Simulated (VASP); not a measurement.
An input for Quantum ESPRESSO's pw.x (written as the equivalent of a VASP run, and not itself run):

```
&CONTROL
  calculation = 'vc-relax'
  pseudo_dir = './pseudo'
  outdir = './out'
  tprnfor = .true.
  tstress = .true.
  nstep = 60
  forc_conv_thr = 0.00039
/
&SYSTEM
  ibrav = 0
  nat = 2
  ntyp = 2
  ecutwfc = 56.6
  occupations = 'smearing'
  smearing = 'gaussian'
  degauss = 0.003675
  input_dft = 'vdw-df2'
/
&ELECTRONS
  conv_thr = 7.3e-08
  electron_maxstep = 100
/
&IONS
/
&CELL
/
ATOMIC_SPECIES
  Ba 137.327 Ba.upf
  S 32.060 S.upf
CELL_PARAMETERS angstrom
     0.0000000    3.1950000    3.1950000
     3.1950000    0.0000000    3.1950000
     3.1950000    3.1950000    0.0000000
ATOMIC_POSITIONS crystal
  Ba   0.0000000  0.0000000  0.0000000
  S    0.5000000  0.5000000  0.5000000
K_POINTS automatic
  7 7 7 0 0 0
```

**Question.** Write the VASP files for the same calculation (vdW-DF2).

**Answer.** This is not unique; one that fits is 
### KPOINTS
```
Automatic mesh
0
Gamma
7 7 7
0 0 0
```

### POSCAR
```
BaS
1
    0.0000000000     3.1950000000     3.1950000000
    3.1950000000     0.0000000000     3.1950000000
    3.1950000000     3.1950000000     0.0000000000
Ba S
1 1
Direct
  0.0000000000   0.0000000000   0.0000000000
  0.5000000000   0.5000000000   0.5000000000
```

**INCAR**
```
# general
SYSTEM   = BaS
PREC     = Accurate
ENCUT    = 520
LREAL    = .False.
LASPH    = .True.

# electronic loop
EDIFF    = 1E-6   # SCF stop (eV)
NELM     = 100
ALGO     = Normal   # blocked Davidson
LMAXMIX  = 4   # l cut-off of mixed one-centre charges

# smearing
ISMEAR   = 0   # Gaussian
SIGMA    = 0.05

# functional
GGA      = ML
LUSE_VDW = .True.
AGGAC    = 0.0
ZAB_VDW  = -1.8867

# ions
IBRION   = 2
NSW      = 60
ISIF     = 3   # ions, shape and volume
EDIFFG   = -0.01   # ionic stop

# output
LWAVE    = .False.
LCHARG   = .False.
```

POTCAR, in this order: Ba_sv S (PBE.64 set). Program: vasp_std.

Limits of the translation: the potentials are each code's own (VASP's PAW set, PseudoDojo norm-conserving files in pw.x), so ENCUT and ecutwfc are chosen apart and not converted; conv_thr bounds pw.x's estimated SCF error, while EDIFF bounds the energy change between steps; forc_conv_thr acts on force components and is met together with etot_conv_thr.

The compound is BaS in the rock salt structure. This run relaxes it. Symmetry was kept, so distortions that lower it aren't found.
